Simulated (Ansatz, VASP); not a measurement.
**AlSiB in VASP and in Ansatz**

```
Al Si B
1.0
     4.25610    0.00000    0.00000
    -2.12805    3.68589    0.00000
     0.00000    0.00000    2.58130
Al Si B
1 1 1
Direct
  0.00000 0.00000 0.50000
  0.66667 0.33333 0.50000
  0.33333 0.66667 0.00000
```

Change from the starting cell: species swapped into the TbCuGe type (P-6m2, No. 187).

Alike in both runs: task relaxation of cell and atoms; functional PBE; k mesh 12 × 12 × 18; occupations gaussian, width 0.1 eV; no spin polarisation.

|  | VASP | Ansatz |
| --- | --- | --- |
| version | VASP 6.6.1 | Ansatz 0.2.0 |
| potentials or method | VASP PAW PBE potentials, release 64 (Al, Si, B) | scalar-relativistic, plane waves, PAW |
| plane-wave cutoff (eV) | 600 | 420 |
| valence electrons in the cell | 10 | 10 |

VASP gave:

| Property | Result |
| --- | --- |
| gap on the k mesh at the Fermi level, each at its own relaxed structure (eV) | none |
| relaxed volume (Å³/atom) | 13.65 |
| relaxed cell length with the largest relative difference (Å) | 2.606 |

Task: What did Ansatz give for the same quantities?

Result: gap on the k mesh at the Fermi level, each at its own relaxed structure (eV): none; relaxed volume (Å³/atom): 13.66; relaxed cell length with the largest relative difference (Å): 2.607.

A gap of «none» marks a metal or a gap that the smearing closes.
